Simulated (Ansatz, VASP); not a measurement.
# Cross-check of NaMgBr3 between VASP and Ansatz, part 3 of 3

One calculation is typed for both programs; each brings its own data sets. How far apart do they land? The cell is generated by rule, not measured, and may not be a known phase. The cell is taken from a series of runs on this material, whose earlier steps may have relaxed, scaled, displaced or heated it; both programs get it as it stands.

VASP 6.6.1 and Ansatz 0.2.0.

So far: Set-up; VASP: zone-centre phonons, PBE.

The structure was built from a prototype and need not be the compound's stable phase.

### Step 3. Ansatz: zone-centre phonons, PBE

Level of this step: Ansatz beside VASP: Kohn-Sham DFT, plane waves, PBE (Ansatz).

Ansatz runs on its default PAW (the set named soft_2) files.

The same cell, functional and mesh now go to Ansatz, which takes its cutoff from its data sets.

input.yaml reads:

```yaml
crystal:
  lattice:
    - [5.391798632, 0.0, 0.0]
    - [0.0, 5.391798632, 0.0]
    - [0.0, 0.0, 5.3717829946]
  atoms:
    - { symbol: Na, position: [0.0, 0.0, 0.7975815552] }
    - { symbol: Mg, position: [0.5, 0.5, 0.510320291] }
    - { symbol: Br, position: [0.5, 0.0, 0.5427810839] }
    - { symbol: Br, position: [0.5, 0.5, 0.024219266] }
    - { symbol: Br, position: [0.0, 0.5, 0.5427810839] }
kpoints:
  mp_grid: { grid: [4, 4, 4] }
hamiltonian:
  xc: pbe
scf:
  occupations: { method: fixed }
output:
  eigenvalues: true
phonons:
  method: dfpt
  dielectric: true
  rigid_motions: translations
```

Started as:

```console
$ ansatz run input.yaml --threads 4 --pin off --max-ram 14336MiB --backend cpu --events-out ev --progress --plain --runs-dir out
```

Numbers of over 12 decimals in the logs are rounded to 6 here.

Log:

```text
Engine: ansatz 0.2.0, aarch64-unknown-linux-gnu
Pseudopotentials: kind: paw
Pseudopotential: Na, paw, valence charge 9, recommended cutoff 420 eV (normal), Na.paw.azcp
Pseudopotential: Mg, paw, valence charge 10, recommended cutoff 420 eV (normal), Mg.paw.azcp
Pseudopotential: Br, paw, valence charge 7, recommended cutoff 420 eV (normal), Br.paw.azcp
Functional definition: PBE
  parameter kappa = 0.804
  parameter beta = 0.066725
  exchange = pbe_x(kappa = kappa, mu = beta*pi^2/3)
  correlation = pbe_c(beta = beta)
Crystal: 5 atoms, lattice volume = 156.166 Å³
Basis set: ecut = 420 eV, 3029 PW (Γ), exchange–correlation on 80×80×72 points (8 copies of the dense FFT grid, shifted against one another)
Bands: 25, of which v1, the nominal top of the filled ones, is band 20 counted from 1 (19 counted from 0)
Symmetry: 8 space group operations
k-points: 36 of 64 (irreducible under 1 space group operation, time reversal used)
Non-local potential: Na, projectors of the file, l = 0: 3, l = 1: 2, l = 2: 1
Non-local potential: Mg, projectors of the file, l = 0: 3, l = 1: 2, l = 2: 1
Non-local potential: Br, projectors of the file, l = 0: 2, l = 1: 2, l = 2: 2
PAW form: soft (Blöchl's): semilocal exchange-correlation on the pseudo side does not see the compensation charge
PAW one-centre angular grid: Na, 110 points (default); XC on 64 Gauss nodes
PAW one-centre angular grid: Mg, 110 points (default); XC on 64 Gauss nodes
PAW one-centre angular grid: Br, 110 points (default); XC on 64 Gauss nodes
Initial density: superposition of atomic densities (neutral atoms: chi_scale 0, normalization atom), corrected by the library's trained network
Initial wavefunctions: pseudopotential atomic-orbital guess
Functional: x = pbe(κ = 0.804, μ = 0.219515), c = pbe(β = 0.066725)
SCF iter   1: F=—  HF=-11766.792076 eV  |F-HF|=—  |Δ(HF+E_count)|=         —  Δρ=7.19e-4  dr2=1.50e-3  ethr=1.77e-3  ⟨swp⟩=6.3  Hψ=4028  notcnv=0  defer=102
preconditioner: auto → Resta (q_TF=auto, 2.174 Å⁻¹)  ε∞=2.8  [insulator: Δε(μ)=2.449 eV  Ē_g=10.833 eV  n_scr=26 (ndim 8)  ℏωp=14.6 eV  f_vac=0.164  ε∞_Penn≈2.8]
SCF iter   2: F=—  HF=-11766.791392 eV  |F-HF|=—  |Δ(HF+E_count)|=   6.84e-4  Δρ=3.52e-4  dr2=4.56e-4  ethr=3.75e-6  ⟨swp⟩=2.9  Hψ=2016  notcnv=0  defer=108
SCF iter   3: F=—  HF=-11766.791349 eV  |F-HF|=—  |Δ(HF+E_count)|=   4.26e-5  Δρ=1.34e-4  dr2=4.59e-5  ethr=1.14e-6  ⟨swp⟩=2.0  Hψ=1263  notcnv=0  defer=105
SCF iter   4: F=—  HF=-11766.791361 eV  |F-HF|=—  |Δ(HF+E_count)|=   1.15e-5  Δρ=4.17e-5  dr2=7.20e-6  ethr=1.15e-7  ⟨swp⟩=2.1  Hψ=1517  notcnv=0  defer=99
SCF iter   5: F=—  HF=-11766.791363 eV  |F-HF|=—  |Δ(HF+E_count)|=   2.70e-6  Δρ=1.31e-5  dr2=2.67e-7  ethr=1.80e-8  ⟨swp⟩=2.0  Hψ=1467  notcnv=0  defer=93
SCF iter   6: F=—  HF=-11766.791362 eV  |F-HF|=—  |Δ(HF+E_count)|=   1.13e-6  Δρ=4.22e-6  dr2=3.39e-8  ethr=6.68e-10  ⟨swp⟩=2.0  Hψ=1557  notcnv=0  defer=66
SCF iter   7: F=—  HF=-11766.791362 eV  |F-HF|=—  |Δ(HF+E_count)|=   6.37e-8  Δρ=8.95e-7  dr2=1.69e-9  ethr=8.47e-11  ⟨swp⟩=2.0  Hψ=1548  notcnv=0  defer=66
SCF iter   8: F=—  HF=-11766.791362 eV  |F-HF|=—  |Δ(HF+E_count)|=   3.76e-9  Δρ=2.01e-7  dr2=1.03e-10  ethr=4.23e-12  ⟨swp⟩=2.0  Hψ=1584  notcnv=0  defer=66
SCF iter   9: F=-11766.791362 eV  HF=-11766.791362 eV  |F-HF|=1.46e-11  |Δ(HF+E_count)|=  1.84e-10  Δρ=5.07e-8  dr2=5.50e-12  ethr=1.00e-12  ⟨swp⟩=14.8  Hψ=6533  notcnv=0
SCF 1 converged in 9 iterations: F = -11766.791362 eV  dr2 = 5.50e-12
  greatest PAW one-centre occupation: 1.000 electrons in one spin orbital (limit 2), on the Mg atom at site 1 (counted from 0), in its partial waves of l = 0
DFPT response loops at Γ: preconditioner auto → none (the input reference at scf.mixing.eps_inf says where Resta's filter doesn't serve); β = 0.50; Broyden in place of MSR1
── the response to a field inside a basis, on 4×4×4 k-points: an SCF that follows is theirs, and a resumed run solves both again ──
Bands: 21, of which v1, the nominal top of the filled ones, is band 20 counted from 1 (19 counted from 0)
k-points: 6 of 64 (time reversal used)
Initial density: handed on by an earlier stage of this run
Initial wavefunctions: pseudopotential atomic-orbital guess (no wavefunctions were taken with the density)
Eigensolver: Dense (6 Hₖ)
SCF iter   1: F=—  HF=-11766.783543 eV  |F-HF|=—  |Δ(HF+E_count)|=         —  Δρ=7.38e-5  dr2=1.79e-6  ethr=1.00e-1
preconditioner: auto → Resta (q_TF=auto, 2.174 Å⁻¹)  ε∞=3.5  [insulator: Δε(μ)=3.307 eV  Ē_g=9.255 eV  n_scr=26 (ndim 8)  ℏωp=14.6 eV  f_vac=0.163  ε∞_Penn≈3.5]
SCF iter   2: F=—  HF=-11766.783550 eV  |F-HF|=—  |Δ(HF+E_count)|=   7.34e-6  Δρ=3.87e-5  dr2=5.34e-7  ethr=4.48e-9
SCF iter   3: F=-11766.783553 eV  HF=-11766.783553 eV  |F-HF|=4.98e-9  |Δ(HF+E_count)|=   2.99e-6  Δρ=2.37e-6  dr2=6.09e-9  ethr=1.34e-9
SCF 1 converged in 3 iterations: F = -11766.783553 eV  dr2 = 6.09e-9
DFPT response loops at Γ: mixed as the last ones told, above
WARN: field response: ε∞ stands inside a basis, on 4×4×4 points; the force constants stand on the 4×4×4 k-mesh, whose period is 12.63 times the interband length at k = (0.0000, 0.0000, 0.0000), direct gap 2.911 eV, under 14: take them and everything formed from them as unconverged, and compare with a denser kpoints.mp_grid
SCF converged after 9 iterations
Free energy (F): -11766.791362 eV
Harris-Foulkes:  -11766.791362 eV  (|F-HF|=1.46e-11)
Internal energy: -11766.791362 eV  (E = F + TS)
E sigma→0 (E₀):  -11766.791362 eV
Fermi energy:    1.571535 eV
--- Per-component energies (eV) ---
  E_band       = -690.409447
  E_kinetic    = 598.432968
  E_local      = -4172.808255  (includes V_loc(G=0)·N_el)
  E_nonlocal   = 421.098419
  E_hartree    = 1483.409133
  E_xc         = -862.789356
  E_vxc        = -399.810166  (∫ρ·V_xc dr)
  E_paw        = -7296.074708  (= ΣΔE_a)
  E_vpaw       = -104.140624  (= ΣTr[D̂ρ^β])
  E_aug_tail   = -0.000062  (compensation charges beyond the density's cutoff)
  E_ewald      = -1938.059502
  E_smearing   = -0.000000  (= −TS)
  E_closure    = 0.000000  (closes the sum)
  Σ components = -11766.791362   (vs F -11766.791362, Δ=0.00e0)
--- Band table (eV; the first three rows and the last of 36) ---
  k-point 0: bands = [... 16 lower, 0.5894, 0.9273, 1.1165, 1.1165, 4.0273, 5.3131, 8.3290, 8.3364, ... 1 higher]
  k-point 1: bands = [... 16 lower, 0.4759, 0.5064, 0.8829, 0.8829, 4.9916, 5.8515, 8.1290, 8.4796, ... 1 higher]
  k-point 2: bands = [... 16 lower, 0.5196, 0.5196, 0.6164, 0.6164, 6.2062, 6.8393, 7.3066, 8.6532, ... 1 higher]
  k-point 35: bands = [... 16 lower, 0.4753, 1.0454, 1.5715, 1.5715, 6.1174, 7.1554, 7.1554, 7.3352, ... 1 higher]
--- Phonons (Γ-DFPT): 9 representative perturbations + reference, on 36 of 64 k-points (Σ response iterations 27) ---
  k mesh reduced under 1 symmetry operation, with k and −k counted as one. Each operation leaves every solved perturbation unchanged. A smaller set is not considered because the run solves the response to a homogeneous field
  ASR residual: 4.100e-4 → 0.000e0 eV/Å²; symmetrization residual: 4.122e-6 eV/Å²
  ASR residual per site (eV/Å²): 4.74e-5 4.10e-4 2.66e-5 1.88e-4 2.66e-5
  Γ frequencies (cm⁻¹): 0.00 0.00 0.00 24.71 24.71 52.89 78.51 86.89 86.89 92.18 106.17 106.17 174.16 174.16 181.87
  ε∞ (high-frequency dielectric tensor):
        3.034367     0.000000     0.000000
        0.000000     3.034367     0.000000
        0.000000     0.000000     2.990323
  ε⁰ (static dielectric tensor: ions relaxed, cell fixed):
       21.974719    -0.000000     0.000000
       -0.000000    21.974719     0.000000
        0.000000     0.000000     9.675930
  ε⁰ − ε∞ (ionic part):
       18.940352    -0.000000    -0.000000
       -0.000000    18.940352     0.000000
       -0.000000     0.000000     6.685607
  softest optical mode at Γ: 24.71 cm⁻¹; the repairs (sum rule, projections) moved no ω² at Γ by more than (2.31 cm⁻¹)²
  Born effective charges Z* (e; rows j = field, columns β = displacement):
    site 0:
         1.30019    0.00000    0.00000
         0.00000    1.30019    0.00000
         0.00000    0.00000    0.97241
    site 1:
         2.44495    0.00000    0.00000
         0.00000    2.44495    0.00000
         0.00000    0.00000    2.52803
    site 2:
        -0.92637   -0.00000   -0.00000
        -0.00000   -2.06095    0.00000
        -0.00000    0.00000   -0.63550
    site 3:
        -0.75782   -0.00000   -0.00000
        -0.00000   -0.75782   -0.00000
        -0.00000   -0.00000   -2.22944
    site 4:
        -2.06095   -0.00000   -0.00000
         0.00000   -0.92637   -0.00000
        -0.00000   -0.00000   -0.63550
  Z* charge neutrality: 1.537e-3 e pre-enforcement
  solved inside a basis spanned on kpoints, on 4×4×4 k-points, its susceptibility summed on 8×8×8: ε∞ is read to err by 6.6e-3, Z* by 1.2e-2 e (field_mesh: kpoints solves on kpoints); Z* is corrected for what the basis lacks
  optical modes at Γ without the LO–TO term, one row a degenerate level:
      ω (cm⁻¹)  modes    IR ((D/Å)²/amu)
[...]
optical modes at Γ + LO–TO along q̂ = [1.0000, 0.0000, 0.0000]:
      ω (cm⁻¹)  modes    IR ((D/Å)²/amu)
[...]
optical modes at Γ + LO–TO along q̂ = [0.0000, 1.0000, 0.0000]:
      ω (cm⁻¹)  modes    IR ((D/Å)²/amu)
[...]
optical modes at Γ + LO–TO along q̂ = [0.0000, 0.0000, 1.0000]:
      ω (cm⁻¹)  modes    IR ((D/Å)²/amu)
         24.71      2             1.1079
         52.89      1             0.0000
         79.70      1             0.0058
         86.89      2             1.0267
        106.17      2             5.3724
        113.84      1             0.3668
        174.16      2            10.5144
        260.94      1             8.3110
```

The column dr2 measures how far the density is from self-consistency, as an energy; F and HF (Harris–Foulkes) agree once it is small.

### Step 4. Comparison

Known differences besides the potentials themselves: fixed occupations in Ansatz, narrow Gaussian smearing in VASP; VASP's response is taken on the typed mesh, Ansatz refines its own for the field response alone; the data sets hold 40 valence electrons in Ansatz (on its default PAW (the set named soft_2) files) and 30 in VASP; the cutoff is 420 eV in Ansatz and 600 eV in VASP. Total energies have different zeros and are not compared.

The two programs side by side:

| quantity | Ansatz | VASP | difference |
| --- | --- | --- | --- |
| ε∞ xx | 3.03 | 3.03 | +0.01 % |
| ε∞ yy | 3.03 | 3.03 | +0.01 % |
| ε∞ zz | 2.99 | 2.99 | +0.07 % |
| Born charge of Na1 (mean of the diagonal) (e) | 1.19 | 1.19 | 0.00 |
| Born charge of Mg2 (mean of the diagonal) (e) | 2.47 | 2.46 | +0.01 |
| Born charge of Br3 (mean of the diagonal) (e) | -1.21 | -1.20 | 0.00 |
| optical mode 1 to 2 (cm⁻¹) | 24.7 | 25.4 | -0.7 |
| optical mode 3 (cm⁻¹) | 52.9 | 52.9 | +0.03 % |
| optical mode 4 (cm⁻¹) | 78.5 | 78.3 | +0.26 % |
| optical mode 5 to 6 (cm⁻¹) | 86.9 | 86.8 | +0.11 % |
| optical mode 7 (cm⁻¹) | 92.2 | 91.2 | +1.11 % |
| optical mode 8 to 9 (cm⁻¹) | 106.2 | 107.2 | -0.94 % |
| optical mode 10 to 11 (cm⁻¹) | 174.2 | 173.6 | +0.34 % |
| optical mode 12 (cm⁻¹) | 181.9 | 181.5 | +0.19 % |

Modes are paired by rising frequency, not by their patterns, so a pair may set unlike modes beside each other; they are those without the splitting of longitudinal modes.

### Step 5. Summary of results

```
r.m.s. difference of the optical zone-centre modes, each program's sorted by frequency (zone-centre phonons, PBE) : 0.64 cm⁻¹
difference in optical mode 7 (zone-centre phonons, PBE)                                                           : +1.1 %
```

In words: The r.m.s. difference of the optical zone-centre modes, each program's sorted by frequency is 0.64 cm⁻¹ (zone-centre phonons, PBE). The data sets hold unlike numbers of valence electrons (40 in Ansatz and 30 in VASP), so part of the differences comes from the potentials. Among the rows given in per cent, the largest difference of the zone-centre phonons, PBE pair is in optical mode 7, +1.1 %. Such differences can come from data sets, numerical settings and the points named under the comparisons, not from the functional's error against experiment.

[Lines on the potential files, build, host, timing and source positions are cut from VASP's logs without a mark.]

[Logs are printed without paths, hosts, clocks, repeated set-up lines and the standing remarks that a program may print on its own settings, such as how far it seeks lower states.]

[Hosts, paths, dates, database ids (printed as entryN), source tags and the programs' standing remarks are cut or masked in the printed files.]
